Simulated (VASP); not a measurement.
A convergence study with VASP on Rh (fcc): a few settings are varied, all else stays as given below, so the limit is that of these other settings. The cell's lengths are 1 % over those of the tabulated start, so it is off equilibrium.

```
CELL_PARAMETERS angstrom
      0.00000     1.91900     1.91900
      1.91900     0.00000     1.91900
      1.91900     1.91900     0.00000
ATOMIC_POSITIONS crystal
  Rh 0.00000 0.00000 0.00000
```

These are LDA (Ceperley-Alder, Perdew-Zunger), VASP's LDA PAW potentials (set 64) (plane waves; VASP) values and carry that method's errors. The last row used: LREAL = Auto, 600 eV cut-off, 14×14×14 Γ-centred mesh, first-order Methfessel-Paxton smearing of 0.10 eV, potentials Rh_pv.

| setting | E (eV/atom) | pressure (GPa) | plane waves |
|---|---|---|---|
| ENCUT = 300, LREAL = .FALSE., PREC = Normal | -8.6431 | -17.53 | 174 |
| ENCUT = 400, LREAL = .FALSE., PREC = Normal | -8.6326 | -18.30 | 271 |
| ENCUT = 500, LREAL = .FALSE., PREC = Normal | -8.6337 | -17.04 | 370 |
| ENCUT = 600, LREAL = .FALSE., PREC = Normal | -8.6336 | -17.21 | 495 |
| ENCUT = 500, LREAL = .FALSE., PREC = Accurate | -8.6337 | -17.04 | 370 |
| ENCUT = 600, LREAL = .FALSE., PREC = Accurate | -8.6336 | -17.21 | 495 |
| ENCUT = 300, LREAL = Auto, PREC = Normal | -8.6433 | -17.62 | 174 |
| ENCUT = 400, LREAL = Auto, PREC = Normal | -8.6336 | … | 271 |
| ENCUT = 500, LREAL = Auto, PREC = Normal | -8.6346 | -17.04 | 370 |
| ENCUT = 600, LREAL = Auto, PREC = Normal | -8.6346 | -17.53 | 495 |
| ENCUT = 300, LREAL = Auto, PREC = Accurate | -8.6433 | -17.57 | 174 |
| ENCUT = 400, LREAL = Auto, PREC = Accurate | -8.6330 | -18.32 | 271 |
| ENCUT = 500, LREAL = Auto, PREC = Accurate | -8.6348 | -16.91 | 370 |
| ENCUT = 600, LREAL = Auto, PREC = Accurate | -8.6347 | -17.25 | 495 |

**Question.** Fill in the missing entries.

**Answer.** 
- ENCUT = 400, LREAL = Auto, PREC = Normal, pressure (GPa): -18.25

Left out are rungs that failed or repeat a setting and relaxations that didn't move; long series are thinned to 24 rows.

The compound is Rh in the fcc structure. The cell was not relaxed at this level.
